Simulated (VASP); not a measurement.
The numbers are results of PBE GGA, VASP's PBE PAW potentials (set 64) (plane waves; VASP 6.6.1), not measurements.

The input files of a VASP run:

INCAR:
```
# general
SYSTEM =Se
PREC   =Accurate
ENCUT  =500
LREAL  =.FALSE.
LASPH  =.TRUE.

# electronic loop
EDIFF  =1E-6
NELM   =100
ALGO   =Normal
LMAXMIX=4

# smearing
ISMEAR =0
SIGMA  =0.05

# functional
GGA    =PE

# ions
IBRION =2
NSW    =40
ISIF   =3
EDIFFG =-0.02
PSTRESS=50

# output
LWAVE  =.FALSE.
LCHARG =.FALSE.
```

File POSCAR:
```
Se
1.0
  1.9615864998  -3.3975674581   0.0000000000
  1.9615864998   3.3975674581   0.0000000000
  0.0000000000   0.0000000000   5.1444004917
Se
3
Direct
  1.0000000000   0.2587034855   0.6666670000
  0.7412965145   0.7412965145   0.0000000000
  0.2587034855   1.0000000000   0.3333330000
```

**KPOINTS**
```
kpoints
0
Gamma
7 7 5
```

POTCAR, in this order: Se (PBE.64 set). Program: vasp_std.

The resulting files:

### OSZICAR
```
       N       E                     dE             d eps       ncg     rms          rms(c)
DAV:   1     0.840513277633E+02    0.84051E+02   -0.73448E+03   832   0.113E+03
DAV:   2    -0.495057581900E+01   -0.89002E+02   -0.85085E+02  1182   0.177E+02
DAV:   3    -0.103118376547E+02   -0.53613E+01   -0.53280E+01   977   0.505E+01
DAV:   4    -0.103556315588E+02   -0.43794E-01   -0.43758E-01   942   0.540E+00
DAV:   5    -0.103559583003E+02   -0.32674E-03   -0.32672E-03  1017   0.454E-01    0.729E+00
DAV:   6    -0.103222057011E+02    0.33753E-01   -0.28493E-02   887   0.127E+00    0.449E+00
DAV:   7    -0.103136335189E+02    0.85722E-02   -0.53879E-02   892   0.175E+00    0.170E-01
DAV:   8    -0.103129802447E+02    0.65327E-03   -0.86219E-03   847   0.670E-01    0.106E-01
DAV:   9    -0.103130507275E+02   -0.70483E-04   -0.23273E-04  1012   0.122E-01    0.334E-02
DAV:  10    -0.103130695564E+02   -0.18829E-04   -0.37503E-05   887   0.493E-02    0.773E-03
DAV:  11    -0.103130710984E+02   -0.15420E-05   -0.87012E-06   942   0.207E-02    0.360E-03
DAV:  12    -0.103130706878E+02    0.41060E-06   -0.20077E-06   504   0.105E-02
   1 F= -.81731398E+01 E0= -.81731398E+01  d E =-.817314E+01
```

OUTCAR:
```
------------------------ aborting loop because EDIFF is reached ----------------------------------------
  FORCE on cell =-STRESS in cart. coord.  units (eV):
  Direction    XX          YY          ZZ          XY          YZ          ZX
  --------------------------------------------------------------------------------------
  Total        2.1099905      2.1099905      2.1353536      0.0000000     -0.0000000      0.0000000
  in kB       49.3004361     49.3004354     49.8930524      0.0000000     -0.0000000      0.0000000
  external PRESSURE =      -0.5020254 kB  Pullay stress =      50.0000000 kB
  volume of cell :       68.57
      direct lattice vectors                 reciprocal lattice vectors
     1.961586500 -3.397567458  0.000000000     0.254895718 -0.147164113  0.000000000
     1.961586500  3.397567458  0.000000000     0.254895718  0.147164113  0.000000000
     0.000000000  0.000000000  5.144400492     0.000000000  0.000000000  0.194386110
 POSITION                                       TOTAL-FORCE (eV/Angst)
 -----------------------------------------------------------------------------------
      0.50747      0.87896      3.42960         0.005451      0.009441     -0.000000
      2.90823      0.00000      0.00000        -0.010901     -0.000000     -0.000000
      0.50747     -0.87896      1.71480         0.005451     -0.009441      0.000000
 -----------------------------------------------------------------------------------
    total drift:                               -0.000238     -0.000429      0.000012
  FREE ENERGIE OF THE ION-ELECTRON SYSTEM (eV)
  ---------------------------------------------------
  free  energy   TOTEN  =       -10.3130706878 eV

  energy  without entropy=      -10.3130706878  energy(sigma->0) =      -10.31307069
  enthalpy is  TOTEN    =        -8.1731398320 eV   P V=        2.1399308558

 reached required accuracy - stopping structural energy minimisation
```
(Selected blocks of OUTCAR.)

Without a dispersion term in the relaxation, distances and binding between the weakly bound layers, chains or molecules are unreliable, and so is what depends on them.

The compound is Se in the trig structure. It was relaxed first under an external pressure of 5 GPa.
